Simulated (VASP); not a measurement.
# Ir₆Cl: molecular dynamics with a thermostat, by thermostat

Ir₆Cl, slab, 14 atoms in the cell. PBE, molecular dynamics; PAW potentials Ir, Cl (PBE set).

| Thermostat | Mean temperature (K) | Rise of the mean potential energy above the start (meV/atom) | Electronic steps per ionic step after the first | Time (s) |
|---|---|---|---|---|
| friction on the slab alone, molecule free | 642 | 6.1 | 6.2 | 810 |
| friction on all atoms | 497 | 14.6 | 6.8 | 797 |
| friction on the molecule alone | 327 | 12.7 | 6.7 | 770 |
| Nose-Hoover on all atoms | 505 | 15.1 | 7.5 | 785 |
| none (NVE) | 471 | 2.5 | 7.4 | 752 |

Limits: 244 fs of 14 atoms are too short for converged averages; the cell is only 4.7 Å across, so each atom moves in step with near copies of itself.

## Input of the first row

INCAR:
```
GGA = PE ; PREC = Normal
ENCUT = 260 ; EDIFF = 1E-5
NELMIN = 4 ; NELM = 60
ALGO = Fast ; LREAL = Auto
LASPH = True ; ISMEAR = -1
SIGMA = 0.05 ; ISYM = 0
LWAVE = False ; LCHARG = False
IBRION = 0 ; NSW = 163
POTIM = 1.5 ; TEBEG = 500
TEEND = 500 ; ISIF = 0
RANDOM_SEED = 65543 0 0 ; MDALGO = 3
LANGEVIN_GAMMA = 20 0 ; KPAR = 2
NCORE = 2
```

KPOINTS:
```
k-points
0
Monkhorst-Pack
  2 2 1
```

POSCAR:
```
Ir6Cl
1.0
    5.4297315514      0.0000000000      0.0000000000
   -2.7148657757      4.7022854592      0.0000000000
    0.0000000000      0.0000000000     24.4314572471
Ir Cl
12 2
Selective dynamics
Direct
    0.3333333333      0.1666666667      0.3274466979  F F F
    0.3333333333      0.6666666667      0.3274466979  F F F
    0.8333333333      0.1666666667      0.3274466979  F F F
    0.8333333333      0.6666666667      0.3274466979  F F F
    0.6666666667      0.3333333333      0.4181772098  T T T
    0.6666666667      0.8333333333      0.4181772098  T T T
    0.1666666667      0.3333333333      0.4181772098  T T T
    0.1666666667      0.8333333333      0.4181772098  T T T
    0.0000000000      0.5000000000      0.5089077218  T T T
    0.0000000000      0.0000000000      0.5089077218  T T T
    0.5000000000      0.5000000000      0.5089077218  T T T
    0.5000000000      0.0000000000      0.5089077218  T T T
    0.5000000000      0.0000000000      0.6226954493  T T T
    0.5000000000      0.0000000000      0.7044793552  T T T
```

Commands:
```
cat potpaw_PBE.64/Ir/POTCAR potpaw_PBE.64/Cl/POTCAR > POTCAR
mpirun -np 4 vasp_std > vasp.out
```

Changes of the last row against the first:
```
- MDALGO = 3
- LANGEVIN_GAMMA = 20 0
+ MDALGO = 1
+ ANDERSEN_PROB = 0.0
```

VASP 6.6.1 took 810 s on 4 cores (Intel Xeon 6975P-C (Granite Rapids)), a shared host.
